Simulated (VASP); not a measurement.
Output of a VASP run:

OSZICAR:
```
       N       E                     dE             d eps       ncg     rms          rms(c)
DAV:   1     0.846830828440E+02    0.84683E+02   -0.57855E+03   416   0.829E+02
DAV:   2    -0.502843748651E+01   -0.89712E+02   -0.87085E+02   446   0.244E+02
DAV:   3    -0.988766015582E+01   -0.48592E+01   -0.48332E+01   536   0.626E+01
DAV:   4    -0.998431949156E+01   -0.96659E-01   -0.96627E-01   499   0.986E+00
DAV:   5    -0.998709806738E+01   -0.27786E-02   -0.27785E-02   539   0.141E+00    0.591E+00
DAV:   6    -0.958104672423E+01    0.40605E+00   -0.74312E-01   624   0.134E+01    0.370E+00
DAV:   7    -0.953598825578E+01    0.45058E-01   -0.16528E-01   508   0.326E+00    0.124E+00
DAV:   8    -0.953043120592E+01    0.55570E-02   -0.13338E-02   476   0.144E+00    0.402E-01
DAV:   9    -0.953015219777E+01    0.27901E-03   -0.10026E-03   228   0.415E-01
   1 F= -.95301522E+01 E0= -.95301522E+01  d E =-.382847E-11
```

OUTCAR:
```
------------------------ aborting loop because EDIFF is reached ----------------------------------------
  FORCE on cell =-STRESS in cart. coord.  units (eV):
  Direction    XX          YY          ZZ          XY          YZ          ZX
  --------------------------------------------------------------------------------------
  Total       -1.0515669     -1.0473189     -1.0569972      0.2189956      0.1535210     -0.0684793
  in kB      -32.7475980    -32.6153105    -32.9167080      6.8198979      4.7809078     -2.1325636
  external PRESSURE =     -32.7598721 kB  Pullay stress =       0.0000000 kB
  volume of cell :       51.45
      direct lattice vectors                 reciprocal lattice vectors
     0.000000000  2.951975000  2.951975000    -0.169378128  0.169378128  0.169378128
     2.951975000  0.000000000  2.951975000     0.169378128 -0.169378128  0.169378128
     2.951975000  2.951975000  0.000000000     0.169378128  0.169378128 -0.169378128
  FREE ENERGIE OF THE ION-ELECTRON SYSTEM (eV)
  ---------------------------------------------------
  free  energy   TOTEN  =        -9.5301521978 eV

  energy  without entropy=       -9.5301521978  energy(sigma->0) =       -9.53015220
```
(Selected blocks of OUTCAR.)

### POSCAR
```
InP
1
    0.0000000000     2.9519750000     2.9519750000
    2.9519750000     0.0000000000     2.9519750000
    2.9519750000     2.9519750000     0.0000000000
In P
1 1
Direct
 -0.0002990000   0.0060920000  -0.0019170000
  0.2502990000   0.2439080000   0.2519170000
```

Task: Write an INCAR and KPOINTS that could have produced this output.

Result: One answer among several that fit: the input of the run itself, LDA (Ceperley-Alder, Perdew-Zunger), plane waves, VASP's LDA PAW potentials (set 64).

INCAR:
```
SYSTEM=InP
PREC=Accurate; ENCUT=240; LREAL=.FALSE.
LASPH=.TRUE.
EDIFF=1E-03; NELM=100; ALGO=Normal
LMAXMIX=4
ISMEAR=0; SIGMA=0.2
ISIF=2
LWAVE=.FALSE.; LCHARG=.FALSE.
```

KPOINTS:
```
Automatic
0
Gamma
 2 2 2
0.5 0.5 0.5
```

POTCAR, in this order: In_d P (LDA.64 set). Program: vasp_std.

At this cut-off the stress carries a Pulay error, which pulls relaxed volumes low.

The structure comes from a computed database's InP entry; how it stands against other phases isn't given here. The cell was not relaxed at this level, atoms are displaced from their ideal sites. The k-mesh is coarse (spacing up to 0.92 per Å, 2π included), so the numbers may not be converged in it. The run is one of a series of settings (EDIFF = 1E-03, ENCUT = 240, GGA removed, SIGMA = 0.2, KPOINTS 2×2×2 Γ-centred mesh shifted by (0.5, 0.5, 0.5), POTCAR In_d P (LDA.64 set) against the base run), some of them coarse on purpose.
